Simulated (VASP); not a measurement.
Computed with PBEsol GGA, VASP's PBE PAW potentials (set 64) (plane waves; VASP).

VASP ran on this input.

KPOINTS:
```
K-points
0
Gamma
 15 15 4
```

### INCAR
```
SYSTEM = Pd3Pt
PREC = Accurate
ENCUT = 400
EDIFF = 1E-7
NELM = 100
ALGO = Normal
LREAL = .FALSE.
LASPH = .TRUE.
ISMEAR = -5
GGA = PS
LMAXMIX = 6
LWAVE = .FALSE.
LCHARG = .TRUE.
LORBIT = 11
NEDOS = 601
ISIF = 2
```

### POSCAR
```
Pd3Pt
1
    0.0000000000     1.9376057272     1.9376057272
    1.9376057272     0.0000000000     1.9376057272
    7.7655852250     7.7655852250    -0.0151623160
Pt Pd
1 3
Direct
  0.0000000000   0.0000000000   0.0000000000
  0.9977906432   0.9977906432   0.2516570176
  0.0000000000   0.0000000000   0.5000000000
  0.0022093568   0.0022093568   0.7483429824
```

POTCAR, in this order: Pt Pd (PBE.64 set). Program: vasp_std.

Unless said otherwise, spin-orbit coupling is left out, though it shifts the bands of the heavy elements here.

Question: Predict the energy per atom (σ→0), band gap (on the k-mesh).

Answer: 
```
Quantity                                                    Result
------------------------  ----------------------------------------
energy per atom (σ→0)                               -6.232 eV/atom
band gap (on the k-mesh)  none (metal, semimetal or under 0.01 eV)
```

File OSZICAR:
```
...
DAV:  17    -0.249273078614E+02    0.40800E-04   -0.37723E-05 13056   0.356E-02    0.910E-03
DAV:  18    -0.249272974113E+02    0.10450E-04   -0.39571E-06 13176   0.118E-02    0.483E-03
DAV:  19    -0.249272891719E+02    0.82395E-05   -0.76498E-07  8328   0.564E-03    0.175E-03
DAV:  20    -0.249272893104E+02   -0.13854E-06   -0.81372E-08  6080   0.181E-03    0.757E-04
DAV:  21    -0.249272895715E+02   -0.26107E-06   -0.31391E-08  6032   0.101E-03    0.370E-04
DAV:  22    -0.249272902309E+02   -0.65946E-06   -0.72079E-09  5976   0.697E-04    0.988E-05
DAV:  23    -0.249272902459E+02   -0.15002E-07   -0.32851E-10  5976   0.135E-04
   1 F= -.24927290E+02 E0= -.24927290E+02  d E =0.000000E+00
```

The structure was generated: Pd3Pt was put into an ordered model structure (R-3m), which need not be its known phase. It was relaxed first. VASP warned that the highest band is occupied, so more bands are needed.
